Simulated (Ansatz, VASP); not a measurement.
# TiC: VASP beside Ansatz, part 2 of 2

One calculation is typed for both programs; each brings its own data sets. How far apart do they land? The structure shown is the end of the Ansatz relaxation below.

VASP 6.6.1 and Ansatz 0.2.0.

So far. Step 3 (VASP: single point, LDA, pair 1): The run ends at a pressure of 22.43 GPa.

**6. VASP: single point, LDA, pair 2**

Level of this step: LDA; plane waves and PAW (C, Ti_sv) (VASP).

The same cell, functional (in two slightly different forms), mesh and smearing now go to VASP, with its own data sets.

INCAR

```
SYSTEM = TiC
PREC = Accurate
ENCUT = 600
EDIFF = 1E-06
NELM = 120
ISMEAR = 1
SIGMA = 0.2
LREAL = .FALSE.
ALGO = Normal
GGA = PW92
NBANDS = 14
LASPH = .TRUE.
LORBIT = 11
LWAVE = .FALSE.
LCHARG = .FALSE.
ISIF = 2
GGA_COMPAT = .FALSE.
KPAR = 2
```

POSCAR

```
TiC
1.0
    0.0000000000      2.0665009782      2.1602394560
    2.0665009782      0.0000000000      2.1602394560
    2.0665009782      2.0665009782      0.0000000000
C Ti
1 1
Direct
    0.5000000000      0.5000000000      0.5000000000
    1.0000000000      1.0000000000      0.0000000000
```

KPOINTS

```
Automatic mesh
0
Gamma
16 16 16
0 0 0
```

Potentials, in the order of the species: C and Ti_sv (LDA family, release 64).

Command:

```
mpirun -np 2 vasp_std
```

Numbers of over 12 decimals in the logs are rounded to 6 here.

The program printed:

```text
[banner, memory and clock lines left out]
running    2 mpi-ranks, on    1 nodes
[...]
[... a notice as in an earlier step ...]

 LDA part: xc-table for (Slater(with rela. corr.)+PW92), standard interpolation
 POSCAR, INCAR and KPOINTS ok, starting setup
[...]
entering main loop
       N       E                     dE             d eps       ncg     rms          rms(c)
DAV:   1     0.126640391271E+03    0.12664E+03   -0.88449E+03  9780   0.153E+03
DAV:   2    -0.173624335101E+02   -0.14400E+03   -0.13538E+03 10334   0.373E+02
DAV:   3    -0.254000496389E+02   -0.80376E+01   -0.78507E+01 12500   0.861E+01
DAV:   4    -0.257524756414E+02   -0.35243E+00   -0.35206E+00 12592   0.163E+01
[...]
DAV:  12    -0.204546676892E+02    0.18265E-04   -0.26814E-04 10900   0.238E-01    0.971E-03
DAV:  13    -0.204546612450E+02    0.64441E-05   -0.20901E-05 13430   0.627E-02    0.784E-03
DAV:  14    -0.204546609433E+02    0.30169E-06   -0.68894E-07  6850   0.907E-03
   1 F= -.20454661E+02 E0= -.20454752E+02  d E =0.273421E-03
```

From OUTCAR (step 6):

```text
  Total        2.7385866      2.7385866      0.0208288      0.0000000      0.0000000      0.0000000
  in kB      237.8121003    237.8121003      1.8087250      0.0000000      0.0000000      0.0000000
  external PRESSURE =     159.1443086 kB  Pullay stress =       0.0000000 kB

 POSITION                                       TOTAL-FORCE (eV/Angst)
 -----------------------------------------------------------------------------------
      2.06650      2.06650      2.16024        -0.000000     -0.000000      0.000000
      0.00000      0.00000      0.00000         0.000000      0.000000     -0.000000
 -----------------------------------------------------------------------------------
    total drift:                                0.000000     -0.000000     -0.000000

  FREE ENERGIE OF THE ION-ELECTRON SYSTEM (eV)
  ---------------------------------------------------
  free  energy   TOTEN  =       -20.4546609433 eV

  energy  without entropy=      -20.4549343644  energy(sigma->0) =      -20.45475208

[... 1 part as in an earlier step ...]

[... 2 further parts left out ...]
[key lines of the parts left out:]
E-fermi :  10.4061
```

The run ends at a pressure of 15.91 GPa.

**7. Side by side**

Both answers:

| quantity | Ansatz | VASP | difference |
| --- | --- | --- | --- |
| pressure (GPa) | 15.69 | 15.91 | -0.23 |

**8. Ansatz: relaxation, LDA**

This run makes the geometry at which the two programs are then compared. The cell compared in this pair holds 18.28 Å³, against 18.45 Å³ for the pair before.

The structure compared here is the end of the Ansatz relaxation.

input.yaml

```yaml
crystal:
  lattice:
    - [0.0838390677, 2.1290359121, 2.1290359121]
    - [2.1290359121, 0.0838390677, 2.1290359121]
    - [2.1290359121, 2.1290359121, 0.0838390677]
  atoms:
    - { symbol: C, position: [0.5, 0.5, 0.5] }
    - { symbol: Ti, position: [0.0, 0.0, 0.0] }
  conventional_axes: [[-1, 1, 0], [0, -1, 1], [1, 1, 1]]
kpoints:
  mp_grid: { grid: [16, 16, 16] }
hamiltonian:
  xc: lda
  pseudopotentials: { kind: paw, azcp: { folder: soft_1 }, xc_functional: pbe }
scf:
  occupations: { method: methfessel_paxton, width: 0.2 }
output:
  forces: true
  stress: true
  eigenvalues: true
relax:
  adjacent_minimum: "off"
  f_tol: 0.001
  max_steps: 60
  cell: { stress_tol: 0.01, fix: [a, b, gamma] }
```

Command:

```
ansatz run input.yaml --threads 4 --pin off --max-ram 10240MiB --backend cpu --events-out ev --progress --plain --runs-dir out
```

The program printed:

```text
[...]
Crystal: 2 atoms, lattice volume = 18.161 Å³
Basis set: ecut = 420 eV, 339 PW (Γ)
Bands: 12, of which v1, the nominal top of the filled ones, is band 8 counted from 1 (7 counted from 0)
Symmetry: 12 space group operations
[...]
k-points: 417 of 4096
[...]
k-point 416: bands = [... 4 lower, 7.1920, 9.9056, 13.3849, 13.3849, 19.3373, 19.3373, 20.5374, 25.1558]
--- Relaxed structure (4 steps of the walk, 4 accepted, 2 SCFs on fresh bases) ---
[...]
cell:  # Å, volume = 18.2774 Å³
    - [0.093075, 2.138272, 2.138272]
    - [2.138272, 0.093075, 2.138272]
    - [2.138272, 2.138272, 0.093075]
  atoms:
    - { symbol: C, position: [0.500000, 0.500000, 0.500000] }
    - { symbol: Ti, position: [0, 0, 0] }
[key lines of the parts left out:]
SCF converged after 3 iterations
Free energy (F): -2695.064312 eV
Fermi energy:    16.246741 eV
P = ⅓ Tr σ = 17.8778 GPa (178.778 kbar)
```

**9. VASP: single point, LDA, pair 3**

The same cell, functional (in two slightly different forms), mesh and smearing now go to VASP, with its own data sets.

INCAR is that of step 6.

POSCAR

```
TiC
1.0
    0.0930751750      2.1382720194      2.1382720194
    2.1382720194      0.0930751750      2.1382720194
    2.1382720194      2.1382720194      0.0930751750
C Ti
1 1
Direct
    0.5000000000      0.5000000000      0.5000000000
    0.0000000000      1.0000000000      1.0000000000
```

KPOINTS is that of step 6.

Command:

```
mpirun -np 2 vasp_std
```

The program printed:

```text
[... set-up lines as in an earlier step ...]
 entering main loop
       N       E                     dE             d eps       ncg     rms          rms(c)
DAV:   1     0.126590852088E+03    0.12659E+03   -0.88832E+03 11690   0.153E+03
DAV:   2    -0.171927095154E+02   -0.14378E+03   -0.13509E+03 12432   0.374E+02
DAV:   3    -0.253423685168E+02   -0.81497E+01   -0.79655E+01 15462   0.861E+01
DAV:   4    -0.256688556696E+02   -0.32649E+00   -0.32622E+00 14594   0.154E+01
[...]
DAV:  12    -0.204119787516E+02    0.18564E-04   -0.27522E-04 13104   0.244E-01    0.974E-03
DAV:  13    -0.204119723105E+02    0.64411E-05   -0.19692E-05 15988   0.614E-02    0.711E-03
DAV:  14    -0.204119720351E+02    0.27533E-06   -0.69678E-07  7980   0.917E-03
   1 F= -.20411972E+02 E0= -.20412116E+02  d E =0.432600E-03
```

Parts of OUTCAR (step 9):

```text
  Total        2.0636324      2.0636324      2.0636324     -1.0140553     -1.0140553     -1.0140553
  in kB      180.8960556    180.8960556    180.8960556    -88.8911271    -88.8911271    -88.8911271
  external PRESSURE =     180.8960556 kB  Pullay stress =       0.0000000 kB

 POSITION                                       TOTAL-FORCE (eV/Angst)
 -----------------------------------------------------------------------------------
      2.18481      2.18481      2.18481        -0.000000      0.000000     -0.000000
      0.00000      0.00000      0.00000         0.000000     -0.000000      0.000000
 -----------------------------------------------------------------------------------
    total drift:                                0.000000     -0.000000     -0.000000

  FREE ENERGIE OF THE ION-ELECTRON SYSTEM (eV)
  ---------------------------------------------------
  free  energy   TOTEN  =       -20.4119720351 eV

  energy  without entropy=      -20.4124046347  energy(sigma->0) =      -20.41211623

[... 3 further parts left out ...]
[key lines of the parts left out:]
E-fermi :  10.5850
```

The run ends at a pressure of 18.09 GPa.

**10. Differences**

Both answers:

| quantity | Ansatz | VASP | difference |
| --- | --- | --- | --- |
| pressure (GPa) | 17.88 | 18.09 | -0.21 |

**11. Results**

- difference in pressure (single point, LDA, pair 1): -0.23 GPa
- difference in pressure (single point, LDA, pair 2): -0.23 GPa
- difference in pressure (single point, LDA, pair 3): -0.21 GPa

What this shows: The difference in pressure is -0.23 GPa (single point, LDA, pair 2), within the 1 GPa picked in this series as the mark of a large difference. 5 further runs of this series are not shown here. Such differences can come from data sets, numerical settings and the points named under the comparisons, not from the functional's error against experiment.

[Lines on the potential files, build, host, timing and source positions are cut from VASP's logs without a mark.]

[Logs are printed without paths, hosts, clocks, repeated set-up lines and the standing remarks that a program may print on its own settings, such as how far it seeks lower states.]

[Hosts, paths, dates, database ids (printed as entryN), source tags and the programs' standing remarks are cut or masked in the printed files.]
